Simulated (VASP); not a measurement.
Here is the system:

```
CsBr
1.0
    4.36964     0.00000     0.00000
    0.00000     4.36964     0.00000
    0.00000     0.00000     4.36964
Cs Br
1 1
Direct
  0.00000   0.00000   0.00000
  0.50000   0.50000   0.50000
```

These are r2SCAN meta-GGA, VASP's PBE PAW potentials (set 64) (plane waves; VASP) values and carry that method's errors. Settings: 520 eV cut-off, 6×6×6 Γ-centred mesh, Gaussian smearing of 0.050 eV, potentials Cs_sv Br.

Unless said otherwise, spin-orbit coupling is left out, though it shifts the bands of the heavy elements here.

Question: Estimate the energy per atom (σ→0), band gap (on the k-mesh) with the smallest direct gap where there is one.

Answer: 
The band gap (on the k-mesh) is 5.04 eV. The smallest direct gap (on the k-mesh) is 5.05 eV and the energy per atom (σ→0) comes out as -21.161 eV/atom.

The absolute energy has meaning only against runs of the same code, potentials and settings.

The compound is CsBr in the CsCl type structure. This cell is one point of a volume scan, at 1.03 of the reference volume.
